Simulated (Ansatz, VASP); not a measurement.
# MgS (Niningerite) in two plane-wave programs, part 2 of 2

Wanted: the spread between two codes on one cell, functional and k mesh. The cell is taken from a series of VASP runs on this material, whose earlier steps may have relaxed, scaled or displaced it; both programs get it as it stands.

VASP 6.6.1 and Ansatz 0.2.0.

So far: The structure; VASP: band structure, r2SCAN-EpsX with an exact-exchange share of 0.181.

## Step 3: Ansatz: band structure, r2SCAN-EpsX with an exact-exchange share of 0.181

Level of this step: Ansatz beside VASP: Kohn-Sham DFT, plane waves, r2SCAN-EpsX (Ansatz).

Ansatz runs on its default PAW (the set named soft_2) files.

The same cell, functional, mesh and smearing now go to Ansatz, which takes its cutoff from its data sets.

input.yaml reads:

```yaml
crystal:
  lattice:
    - [0.0, 2.60165, 2.60165]
    - [2.60165, 0.0, 2.60165]
    - [2.60165, 2.60165, 0.0]
  atoms:
    - { symbol: S, position: [0.5, 0.5, 0.5] }
    - { symbol: Mg, position: [0.0, 0.0, 0.0] }
hamiltonian:
  xc: { exchange: r2scan, correlation: r2scan, exx: { coeff: 0.181 } }
  pseudopotentials: { kind: paw }
kpoints:
  mp_grid: { grid: [5, 5, 5] }
  band_path:
    path:
      - [0.0, 0.0, 0.0]
      - [0.5, 0.0, 0.5]
      - [0.5, 0.22222, 0.72222]
      - [0.40278, 0.34722, 0.75]
      - [0.125, 0.125, 0.25]
      - [0.27778, 0.27778, 0.27778]
      - [0.55556, 0.38889, 0.55556]
      - [0.58333, 0.25, 0.66667]
      - [0.5, 0.30556, 0.69444]
      - [0.48611, 0.48611, 0.52778]
      - [0.625, 0.25, 0.625]
      - [0.5, 0.0, 0.5]
    npoints: 1
scf:
  occupations: { method: gaussian, width: 0.03 }
  n_extra_bands: 7
output:
  forces: true
  stress: true
  eigenvalues: true
  write_density: true
  write_potential: true
  elf: true
  volumetric_format: npy
```

Run with:

```
$ ansatz run input.yaml --threads 4 --pin off --max-ram 9216MiB --backend cpu --events-out ev --progress --plain --runs-dir out
```

Numbers of over 12 decimals in the logs are rounded to 6 here.

The program printed:

```text
Warning: output.stress: scf.convergence.dr2_threshold = 1e-7 eV (the SCF's general default) is looser than the 2e-10 eV advised for a printed stress (1e-10 eV for each atom of the cell: 2). What an SCF threshold leaves in a stress goes as its square root, and in the free energy as the threshold itself, and one threshold admits the most on a small cell: [figures from the program's tests cut] Set scf.convergence.dr2_threshold to 2e-10 eV or tighter. The threshold is an SCF's pass mark: one that does not reach it within its budget of iterations ends unconverged, or closes short of it on a stop that the run arms, and scf.convergence.dr2_threshold's page says what that costs each kind of run
Warning: output.stress: scf.exx.energy_threshold = 1e-6 eV is looser than the 2e-8 eV advised for a stress under a hybrid functional (1e-8 eV for each atom of the cell: 2). Every SCF of the exchange loop can meet its threshold on dr2 while the loop round them stops early: no threshold on dr2 bounds what that leaves in the stress. Set scf.exx.energy_threshold to 2e-8 eV or tighter. The threshold is the loop's pass mark: a loop that does not reach it within its budget of cycles ends unconverged, and scf.exx.energy_threshold's page has the law
scf.n_extra_bands = 7 over 8 filled bands (N_el = 16.0): the run solves 15 bands
Engine: ansatz 0.2.0, aarch64-unknown-linux-gnu
Pseudopotentials: kind: paw
Pseudopotential: S, paw, valence charge 6, recommended cutoff 500 eV (meta_gga), S.paw.azcp
Pseudopotential: Mg, paw, valence charge 10, recommended cutoff 500 eV (meta_gga), Mg.paw.azcp
Functional definition: unnamed
  parameter a_1 = 0.181
  exchange = (1 - a_1)*r2scan_x + a_1*exact_x
  correlation = r2scan_c
Crystal: 2 atoms, lattice volume = 35.219 Å³
Basis set: ecut = 500 eV, 893 PW (Γ), exchange–correlation on 108×108×108 points (64 copies of the dense FFT grid, shifted against one another)
Bands: 15, of which v1, the nominal top of the filled ones, is band 8 counted from 1 (7 counted from 0)
Symmetry: 48 space group operations
Space group: Fm-3m (ITA 225), of the structure as read, at distance tolerance 3.3e-5 Å
k-points: 10 of 125
Non-local potential: S, projectors of the file, l = 0: 2, l = 1: 2, l = 2: 2
Non-local potential: Mg, projectors of the file, l = 0: 3, l = 1: 2, l = 2: 1
PAW form: soft (Blöchl's): semilocal exchange-correlation on the pseudo side does not see the compensation charge
PAW frozen core: S, regenerated for the run's functional, and the local potential with it (the file was generated under x = pbe(κ = 0.804, μ = 0.219515), c = pbe(β = 0.066725))
PAW frozen core: Mg, regenerated for the run's functional, and the local potential with it (the file was generated under x = pbe(κ = 0.804, μ = 0.219515), c = pbe(β = 0.066725))
PAW one-centre angular grid: S, 302 points (default); XC on 160 Gauss nodes
PAW one-centre angular grid: Mg, 302 points (default); XC on 224 Gauss nodes
Initial density: superposition of atomic densities (neutral atoms: chi_scale 0, normalization atom), corrected by the library's trained network
Initial wavefunctions: pseudopotential atomic-orbital guess
Functional: x = r2scan, c = r2scan; τ floored in thin density (d = 2e-4 eV/Å³), warm-up for x = 0.819 r2scan + 0.181 exact, c = r2scan; τ floored in thin density (d = 2e-4 eV/Å³)
SCF iter   1: F=—  HF=-2835.518918 eV  |F-HF|=—  |Δ(HF+E_count)|=         —  Δρ=6.88e-3  dr2=6.54e-3  dr2_τ=7.47e-3  ethr=1.77e-3  ⟨swp⟩=8.7  Hψ=774  notcnv=0
preconditioner: auto → none  [insulator: Δε(μ)=3.810 eV  Ē_g=15.241 eV  σ=0.030 eV  W_gap=1.00  n_scr=8 (ndim 8)  ℏωp=17.7 eV  f_vac=0.000  D(μ)=0.00/eV (n_scr^D=0)]
SCF iter   2: F=—  HF=-2835.566153 eV  |F-HF|=—  |Δ(HF+E_count)|=   4.72e-2  Δρ=3.06e-3  dr2=2.34e-3  dr2_τ=4.74e-5  ethr=4.09e-5  ⟨swp⟩=4.1  Hψ=448  notcnv=0  defer=2
SCF iter   3: F=-2835.566256 eV  HF=-2835.566462 eV  |F-HF|=2.05e-4  |Δ(HF+E_count)|=   3.08e-4  Δρ=9.08e-4  dr2=3.12e-4  dr2_τ=2.83e-5  ethr=1.46e-5  ⟨swp⟩=3.1  Hψ=334  notcnv=0  defer=1
SCF 1 stopped early in 3 iterations: F = -2835.566256 eV  dr2 = 3.12e-4
  greatest PAW one-centre occupation: 1.000 electrons in one spin orbital (limit 2), on the Mg atom at site 1 (counted from 0), in its partial waves of l = 0
Initial density: handed on by an earlier stage of this run
Initial wavefunctions: those handed on with the density
Functional: x = 0.819 r2scan + 0.181 exact, c = r2scan; τ floored in thin density (d = 2e-4 eV/Å³)
Frozen-core exchange: fock
SCF iter   1: F=—  HF=-2835.311227 eV  |F-HF|=—  |Δ(HF+E_count)|=         —  Δρ=1.71e-3  dr2=7.78e-4  dr2_τ=1.37e-4  ethr=1.95e-5  ⟨swp⟩=5.0  Hψ=590  notcnv=0
preconditioner: auto → none  [insulator: Δε(μ)=4.947 eV  Ē_g=16.782 eV  σ=0.030 eV  W_gap=1.00  n_scr=8 (ndim 8)  ℏωp=17.7 eV  f_vac=0.000  D(μ)=0.00/eV (n_scr^D=0)]
iter 2 solved again at ethr=2.93e-7 eV; its pass at ethr=4.42e-6 eV (dr2=4.69e-5 eV) is discarded
SCF iter   2: F=—  HF=-2835.310937 eV  |F-HF|=—  |Δ(HF+E_count)|=   2.90e-4  Δρ=3.38e-4  dr2=7.74e-5  dr2_τ=3.53e-6  ethr=2.93e-7  ⟨swp⟩=2.0  Hψ=478  notcnv=0
SCF iter   3: F=—  HF=-2835.311324 eV  |F-HF|=—  |Δ(HF+E_count)|=   3.87e-4  Δρ=2.07e-4  dr2=2.19e-5  dr2_τ=7.52e-7  ethr=2.93e-7  ⟨swp⟩=3.0  Hψ=279  notcnv=0
SCF iter   4: F=—  HF=-2835.311318 eV  |F-HF|=—  |Δ(HF+E_count)|=   5.76e-6  Δρ=8.07e-5  dr2=3.82e-6  dr2_τ=1.93e-7  ethr=1.33e-7  ⟨swp⟩=3.0  Hψ=266  notcnv=0
SCF iter   5: F=—  HF=-2835.311317 eV  |F-HF|=—  |Δ(HF+E_count)|=   8.48e-7  Δρ=1.75e-5  dr2=7.83e-7  dr2_τ=6.96e-9  ethr=2.02e-8  ⟨swp⟩=3.1  Hψ=292  notcnv=0
SCF iter   6: F=—  HF=-2835.311322 eV  |F-HF|=—  |Δ(HF+E_count)|=   4.58e-6  Δρ=2.82e-5  dr2=4.68e-7  dr2_τ=2.48e-8  ethr=5.88e-10  ⟨swp⟩=4.1  Hψ=455  notcnv=0
SCF iter   7: F=-2835.311322 eV  HF=-2835.311322 eV  |F-HF|=2.77e-9  |Δ(HF+E_count)|=   1.69e-7  Δρ=2.78e-6  dr2=2.88e-8  dr2_τ=4.88e-11  ethr=5.88e-10  ⟨swp⟩=3.0  Hψ=272  notcnv=0
SCF 2 converged in 7 iterations: F = -2835.311322 eV  dr2 = 2.88e-8
hybrid outer 1: dexx = +3.459e-4 eV, tail = 5.03e-6 eV
Frozen-core exchange: fock
SCF iter   1: F=—  HF=-2835.311325 eV  |F-HF|=—  |Δ(HF+E_count)|=         —  Δρ=1.95e-5  dr2=9.41e-8  dr2_τ=2.41e-9  ethr=1.57e-7  ⟨swp⟩=2.8  Hψ=308  notcnv=0
preconditioner: auto → none  [insulator: Δε(μ)=4.978 eV  Ē_g=16.794 eV  σ=0.030 eV  W_gap=1.00  n_scr=8 (ndim 8)  ℏωp=17.7 eV  f_vac=0.000  D(μ)=0.00/eV (n_scr^D=0)]
SCF iter   2: F=—  HF=-2835.311325 eV  |F-HF|=—  |Δ(HF+E_count)|=   4.99e-8  Δρ=7.15e-6  dr2=2.71e-8  dr2_τ=1.03e-9  ethr=5.65e-10  ⟨swp⟩=3.6  Hψ=307  notcnv=0
SCF iter   3: F=-2835.311325 eV  HF=-2835.311325 eV  |F-HF|=3.59e-9  |Δ(HF+E_count)|=   4.29e-9  Δρ=3.31e-6  dr2=8.07e-9  dr2_τ=1.59e-10  ethr=1.47e-10  ⟨swp⟩=3.0  Hψ=269  notcnv=0
SCF 3 converged in 3 iterations: F = -2835.311325 eV  dr2 = 8.07e-9
  Residual-converged pass: ⟨swp⟩=3.0  Hψ=277  notcnv=0  max |occ|·‖R‖ = 2.4e-6 eV (tolerance 2.4e-6 eV)  dr2=8.08e-9  dr2_τ=1.62e-10  dr2_onsite=1.52e-10  max |Δocc| = 0.0e0
hybrid outer 2: dexx = +1.047e-8 eV, tail = 1.70e-8 eV, Δε = 1.24e-3 eV (about 1.97e-4 eV left of the loop's levels)
NSCF: frozen V_eff on 12 k-points
hybrid SCF converged: 2 outer / 10 inner (+3 warm-up), last move |dexx| = 1.05e-8 eV, tail = 1.70e-8 eV
Stability not checked: this state was not tested for a lower state beside it, because the functional holds exact exchange (a hybrid, or Hartree-Fock), whose exchange loop this test does not read (fock_operator; see scf.lower_state_search)
Free energy (F): -2835.311325 eV
Frozen-core exchange: fock
Harris-Foulkes:  -2835.311325 eV  (|F-HF|=3.59e-9)
Internal energy: -2835.311325 eV  (E = F + TS)
E sigma→0 (E₀):  -2835.311325 eV
Fermi energy:    7.979589 eV
--- Per-component energies (eV) ---
  E_band       = -380.660389
  E_kinetic    = 185.019270
  E_local      = -1666.911061  (includes V_loc(G=0)·N_el)
  E_nonlocal   = 123.085489
  E_hartree    = 594.055351
  E_xc         = -101.083468
  E_vxc        = -112.819662  (∫ρ·V_xc dr)
  E_exx        = -50.513031  (= α·E_x^exact, valence–valence)
  E_paw        = -875.031112  (= ΣΔE_a)
  E_vpaw       = -1.203501  (= ΣTr[D̂ρ^β])
  E_aug_tail   = -0.000001  (compensation charges beyond the density's cutoff)
  E_vtau       = 5.085350  (kinetic-family band-sum trace: ∫τ·v_τ [+ j·A + Jᵃ·Aᵃ] dr)
  E_ewald      = -1043.740020
  E_core_change = -0.192741  (= ΣΔE_core)
  E_smearing   = -0.000000  (= −TS)
  E_closure    = -0.000000  (closes the sum)
  Σ components = -2835.311325   (vs F -2835.311325, Δ=4.55e-13)
--- Forces (eV/Å), atoms counted from 1 ---
  atom   1  S      0.00000000    -0.00000000    -0.00000000
  atom   2  Mg     0.00000000    -0.00000000     0.00000000
  max |Σ_I F_I| component: 5.41e-30 eV/Å
--- Stress (GPa, compression-positive) ---
       -0.523246      -0.000000       0.000000
       -0.000000      -0.523246      -0.000000
        0.000000      -0.000000      -0.523246
  P = ⅓ Tr σ = -0.5232 GPa (-5.232 kbar)
--- Band table (eV; the first three rows and the last of 10) ---
  k-point 0: bands = [... 4 lower, -8.5207, 5.4911, 5.4911, 5.4911, 11.1846, 15.2050, 15.2050, 15.2050, ... 3 higher]
  k-point 1: bands = [... 4 lower, -8.1125, 3.2813, 5.2371, 5.2371, 12.3343, 15.2452, 15.4246, 15.4246, ... 3 higher]
  k-point 2: bands = [... 4 lower, -7.2736, 0.6931, 4.8852, 4.8852, 11.8788, 14.3795, 14.3795, 17.8919, ... 3 higher]
  k-point 9: bands = [... 4 lower, -6.7831, 1.4655, 2.5647, 3.6109, 12.4898, 14.2716, 14.9269, 17.4539, ... 3 higher]
```

Run time: 13 s. Hardware: 4 threads of Arm Neoverse V2, shared host; peak memory 0.72 GiB; 48 s of CPU time.

## Step 4: Comparison

Known differences besides the potentials themselves: exact exchange at q = 0 is treated differently, which shows on coarse meshes; VASP keeps PBE cores, Ansatz makes them for the functional; the data sets hold 16 valence electrons in Ansatz (default PAW (the set named soft_2) files) and 8 in VASP; the cutoff is 500 eV in Ansatz and 350 eV in VASP; VASP takes a coarser grid for exact exchange (PRECFOCK = Fast). Total energies have different zeros and are not compared.

Both answers:

```
                     quantity  Ansatz   VASP  difference
gap over the path points (eV)   4.545  4.498      +0.047
```

Levels at points of the path, from each program's valence-band top (eV; 3 filled, then empty):

```
k (reciprocal lattice)                             Ansatz                               VASP
     0.000 0.000 0.000      0.00 0.00 0.00 5.69 9.71 9.71      0.00 0.00 0.00 5.66 9.75 9.75
     0.500 0.000 0.500  -4.57 -1.84 -1.84 4.54 5.98 14.48  -4.57 -1.84 -1.84 4.50 5.99 14.47
     0.500 0.222 0.722  -3.72 -3.28 -2.47 6.98 9.15 10.24  -3.72 -3.27 -2.47 6.95 9.18 10.22
     0.403 0.347 0.750  -3.99 -3.40 -1.60 5.83 8.55 11.52  -3.99 -3.40 -1.60 5.80 8.56 11.52
     0.125 0.125 0.250  -2.03 -0.76 -0.12 7.35 8.98 10.04  -2.03 -0.76 -0.12 7.33 9.01 10.05
     0.278 0.278 0.278   -3.39 -0.42 -0.42 6.73 9.49 9.49   -3.39 -0.41 -0.41 6.73 9.49 9.49
     0.556 0.389 0.556   -4.87 -1.84 -0.94 6.98 8.31 9.60   -4.87 -1.83 -0.93 6.97 8.31 9.59
     0.583 0.250 0.667  -3.96 -3.38 -1.73 6.02 8.59 11.28  -3.96 -3.38 -1.73 5.99 8.61 11.28
     0.500 0.306 0.694  -3.93 -3.25 -2.03 7.12 9.00 10.21  -3.93 -3.25 -2.03 7.09 9.01 10.24
     0.486 0.486 0.528   -5.19 -0.75 -0.68 6.39 8.62 8.78   -5.19 -0.75 -0.67 6.39 8.61 8.78
```

Among the levels compared at these points, filled levels agree within 8 meV and empty ones within 47 meV.

## Step 5: What came out

| Quantity | Value |
| --- | --- |
| difference in gap over the path points (band structure, r2SCAN-EpsX with an exact-exchange share of 0.181) | 0.047 eV |

What this shows: The difference in gap over the path points is 0.047 eV (band structure, r2SCAN-EpsX with an exact-exchange share of 0.181), within the 0.08 eV picked in this series as the mark of a large difference. Such differences can come from data sets, numerical settings and the points named under the comparisons, not from the functional's error against experiment.

[Lines on the potential files, build, host, timing and source positions are cut from VASP's logs without a mark.]

[Logs are printed without paths, hosts, clocks, repeated set-up lines and the standing remarks that a program may print on its own settings, such as how far it seeks lower states.]

[Hosts, paths, dates, database ids (printed as entryN), source tags and the programs' standing remarks are cut or masked in the printed files.]
